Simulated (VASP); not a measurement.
HfCl4: single point with optB86b-vdW

HfCl4, in a box:

```xyz
5
Lattice="14.0357 0.0000 0.0000 0.0000 14.5357 0.0000 0.0000 0.0000 15.0357" Properties=species:S:1:pos:R:3 pbc="T T T"
Hf    7.0178    7.3178    7.5178
Cl    5.0435    6.7401    6.4739
Cl    6.7016    7.3404    9.8027
Cl    8.6500    5.7781    6.9827
Cl    7.6763    9.4129    6.8122
```

```
Program                : VASP 6.6.1
Task                   : single point
Functional             : optB86b-vdW
Potentials or basis    : VASP PAW PBE potentials, release 64 (Hf_pv, Cl)
Cutoff                 : 400 eV
k mesh                 : 1 × 1 × 1
Occupations            : gaussian, width 0.01 eV
Spin                   : no spin polarisation
Further INCAR settings : ALGO = Normal; EDIFF = 1e-07; NBANDS = 27; ISYM = 0
```

The largest force is 0.057 eV/Å and the gap between the frontier levels is 5.32 eV.

Forces in eV/Å, atoms in the order of the input:
```
Hf   0.000  0.000  0.000
Cl   0.048  0.014  0.026
Cl   0.008 -0.001 -0.056
Cl  -0.041  0.038  0.013
Cl  -0.016 -0.051  0.017
```

Levels at points of the mesh, in eV from the valence-band top:
| k point | band 16 | band 17 | band 18 | band 19 | band 20 | band 21 | band 22 | band 23 |
| --- | --- | --- | --- | --- | --- | --- | --- | --- |
| (0.00, 0.00, 0.00) | -0.55 | 0.00 | 0.00 | 0.00 | 5.32 | 5.33 | 6.09 | 6.09 |

Run time: 9.4 min on 4 MPI ranks on Intel(R) Xeon(R) 6975P-C (Granite Rapids), on a shared host, peak memory 1.5 GiB a rank.

Caveat: the PAW data sets were made with another functional, which shifts forces and pressure a little; spin-orbit coupling is left out, which moves the levels of the heavy elements.
